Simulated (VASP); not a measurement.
These are PBE GGA with D3 dispersion (zero damping), VASP's PBE PAW potentials (set 64) (plane waves; VASP) values and carry that method's errors.

VASP ran on this input.

File KPOINTS:
```
Automatic
0
Gamma
  6 6 6
```

### INCAR
```
ALGO  =  Normal
EDIFF  =  1E-7
ENCUT  =  520
GGA  =  PE
ISIF  =  2
ISMEAR  =  0
IVDW  =  11
LASPH  =  T
LCHARG  =  F
LMAXMIX  =  4
LREAL  =  F
LWAVE  =  F
NELM  =  100
PREC  =  Accurate
SIGMA  =  0.05
SYSTEM  =  SrTiO3
```

File POSCAR:
```
SrTiO3
1
    3.9984237049     0.0000000000     0.0000000000
    0.0000000000     3.9984237049     0.0000000000
    0.0000000000     0.0000000000     3.9984237049
Sr Ti O
1 1 3
Direct
  0.0000000000   0.0000000000   0.0000000000
  0.5000000000   0.5000000000   0.5000000000
  0.5000000000   0.0000000000   0.5000000000
  0.0000000000   0.5000000000   0.5000000000
  0.5000000000   0.5000000000   0.0000000000
```

POTCAR, in this order: Sr_sv Ti_sv O (PBE.64 set). Program: vasp_std.

The run wrote:

**OUTCAR**
```
 ion  position               nearest neighbor table
   1  0.000  0.000  0.000-   3 2.83   4 2.83   5 2.83   3 2.83   4 2.83   4 2.83   5 2.83   4 2.83
                             3 2.83   5 2.83   3 2.83   5 2.83   2 3.46   2 3.46   2 3.46   2 3.46
   2  0.500  0.500  0.500-   3 2.00   4 2.00   5 2.00   5 2.00   3 2.00   4 2.00   1 3.46   1 3.46
                             1 3.46   1 3.46   1 3.46   1 3.46   1 3.46   1 3.46
   3  0.500  0.000  0.500-   2 2.00   2 2.00   1 2.83   1 2.83   1 2.83   1 2.83
   4  0.000  0.500  0.500-   2 2.00   2 2.00   1 2.83   1 2.83   1 2.83   1 2.83
   5  0.500  0.500  0.000-   2 2.00   2 2.00   1 2.83   1 2.83   1 2.83   1 2.83
  LATTYP: Found a simple cubic cell.
 ALAT       =     3.9984237049
 Subroutine PRICEL returns:
 Original cell was already a primitive cell.
 Subroutine GETGRP returns: Found 48 space group operations
The static configuration has the point symmetry O_h .
The dynamic configuration has the point symmetry O_h .
 Subroutine INISYM returns: Found 48 space group operations
 Subroutine IBZKPT returns following result:
 Found     20 irreducible k-points:

 Following reciprocal coordinates:
            Coordinates               Weight
  0.000000  0.000000  0.000000      1.000000
  0.166667  0.000000  0.000000      6.000000
  0.333333  0.000000  0.000000      6.000000
  0.500000  0.000000  0.000000      3.000000
...
```

File OSZICAR:
```
       N       E                     dE             d eps       ncg     rms          rms(c)
DAV:   1     0.442207088399E+03    0.44221E+03   -0.21729E+04   960   0.182E+03
DAV:   2    -0.343443067098E+01   -0.44564E+03   -0.43835E+03  1160   0.491E+02
DAV:   3    -0.485679727069E+02   -0.45134E+02   -0.45012E+02  1416   0.149E+02
DAV:   4    -0.505708108990E+02   -0.20028E+01   -0.20015E+01  1336   0.286E+01
DAV:   5    -0.506669792886E+02   -0.96168E-01   -0.96162E-01  1368   0.454E+00    0.249E+01
DAV:   6    -0.402285445638E+02    0.10438E+02   -0.70798E+01  1456   0.725E+01    0.150E+01
DAV:   7    -0.401836012640E+02    0.44943E-01   -0.11473E+01  1256   0.257E+01    0.958E+00
DAV:   8    -0.401091129978E+02    0.74488E-01   -0.22023E+00  1224   0.149E+01    0.308E+00
DAV:   9    -0.400562332065E+02    0.52880E-01   -0.40463E-01  1240   0.557E+00    0.105E+00
DAV:  10    -0.400542573965E+02    0.19758E-02   -0.10361E-01  1360   0.261E+00    0.746E-01
DAV:  11    -0.400483473323E+02    0.59101E-02   -0.59395E-02  1416   0.188E+00    0.209E-01
DAV:  12    -0.400478900004E+02    0.45733E-03   -0.31723E-03  1208   0.583E-01    0.871E-02
DAV:  13    -0.400478805365E+02    0.94639E-05   -0.78567E-04  1336   0.252E-01    0.210E-02
DAV:  14    -0.400478899029E+02   -0.93664E-05   -0.91218E-05  1296   0.906E-02    0.150E-02
DAV:  15    -0.400478883280E+02    0.15749E-05   -0.53889E-06  1272   0.234E-02    0.746E-03
DAV:  16    -0.400478880410E+02    0.28696E-06   -0.25379E-06  1504   0.145E-02    0.363E-03
DAV:  17    -0.400478880519E+02   -0.10886E-07   -0.75870E-07  1232   0.998E-03
   1 F= -.40890070E+02 E0= -.40890070E+02  d E =-.209928E-22
```

### OUTCAR
```
------------------------ aborting loop because EDIFF is reached ----------------------------------------
 Edisp (eV)   -0.84218
  FORCE on cell =-STRESS in cart. coord.  units (eV):
  Direction    XX          YY          ZZ          XY          YZ          ZX
  --------------------------------------------------------------------------------------
  Total      -3.57038    -3.57038    -3.57038    -0.00000     0.00000    -0.00000
  in kB     -89.48684   -89.48684   -89.48684    -0.00000     0.00000    -0.00000
  external pressure =      -89.49 kB  Pullay stress =        0.00 kB
  volume of cell :       63.92
      direct lattice vectors                 reciprocal lattice vectors
     3.998423705  0.000000000  0.000000000     0.250098557  0.000000000  0.000000000
     0.000000000  3.998423705  0.000000000     0.000000000  0.250098557  0.000000000
     0.000000000  0.000000000  3.998423705     0.000000000  0.000000000  0.250098557
 POSITION                                       TOTAL-FORCE (eV/Angst)
 -----------------------------------------------------------------------------------
      0.00000      0.00000      0.00000         0.000000      0.000000      0.000000
      1.99921      1.99921      1.99921         0.000000      0.000000      0.000000
      1.99921      0.00000      1.99921         0.000000      0.000000      0.000000
      0.00000      1.99921      1.99921         0.000000      0.000000      0.000000
      1.99921      1.99921      0.00000         0.000000      0.000000      0.000000
 -----------------------------------------------------------------------------------
    total drift:                                0.000000      0.000000     -0.000000
  FREE ENERGIE OF THE ION-ELECTRON SYSTEM (eV)
  ---------------------------------------------------
  free  energy   TOTEN  =       -40.8900701656 eV

  energy  without entropy=      -40.8900701656  energy(sigma->0) =      -40.89007017
```
(Selected blocks of OUTCAR.)

The compound is SrTiO3 in the cubic perovskite structure, the ideal cubic form; the compound distorts at low or room temperature. This cell is one point of a volume scan, at 1.06 of the reference volume.
